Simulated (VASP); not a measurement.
Data:

```
BeSe
1.0
    0.00000     2.59073     2.59073
    2.59073     0.00000     2.59073
    2.59073     2.59073     0.00000
Be Se
1 1
Direct
  0.00000   0.00000   0.00000
  0.25000   0.25000   0.25000
```

Computed with PBE GGA, VASP's PBE PAW potentials (set 64) (plane waves; VASP). Numerical set-up: 350 eV cut-off, Gaussian smearing of 0.050 eV, potentials Be Se.

**Question.** Estimate the band gap (along the path) with the smallest direct gap where there is one.

**Answer.** 
band gap (along the path): 2.67 eV
smallest direct gap (along the path): 4.21 eV

Total energies compare only between runs with the same potentials, cut-off and functional.

The compound is BeSe in the zinc blende structure. It was relaxed first.
